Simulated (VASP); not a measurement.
The system is Rh.

```
CELL_PARAMETERS angstrom
0.00000 1.88961 1.88961
1.88961 0.00000 1.88961
1.88961 1.88961 0.00000
ATOMIC_POSITIONS crystal
Rh 0.00000 0.00000 0.00000
```

Base run:

```yaml
Program: VASP 6.6.1
Functional: PBEsol
Potentials_or_basis: VASP PAW PBE potentials, release 64 (Rh_pv)
Cutoff: 700 eV
k_mesh: 18 × 18 × 18
Occupations: gaussian, width 0.1 eV
Spin: no spin polarisation
```

Its results: band gap on the k mesh none (metal or under the smearing width); pressure 0.2 GPa.

The run is repeated on the same cell with these changes: functional from PBEsol to r2SCAN; cutoff from 700 eV to 520 eV; further incar settings from ALGO = Fast; EDIFF = 1e-07 to ALGO = Normal; EDIFF = 1e-07. What comes out?

Band gap on the k mesh none (metal or under the smearing width); pressure 6.1 GPa.

Caveats: the PAW data sets were made with another functional, which shifts forces and pressure a little.

Not every run made on this cell is shown here.
